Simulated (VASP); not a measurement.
Here is the system:

```xyz
2
Lattice="0.0000 2.2419 2.2419 2.2419 0.0000 2.2419 2.2419 2.2419 0.0000" Properties=species:S:1:pos:R:3 pbc="T T T"
Ta     0.0000     0.0000     0.0000
C      2.2419     2.2419     2.2419
```

Computed with optB88-vdW, VASP's PBE PAW potentials (set 64) (plane waves; VASP). Numerical set-up: 520 eV cut-off, Gaussian smearing of 0.050 eV, potentials Ta_pv C.

Unless said otherwise, spin-orbit coupling is left out, though it shifts the bands of the heavy elements here.

Question: Estimate the band gap (along the path) with the smallest direct gap where there is one.

Answer: 
```
Property                                                      Value
-------------------------  ----------------------------------------
band gap (along the path)  none (metal, semimetal or under 0.01 eV)
```

The compound is TaC in the rock salt structure. It was relaxed first. The electron count is odd and the run is not spin-polarised, which forces a metal.
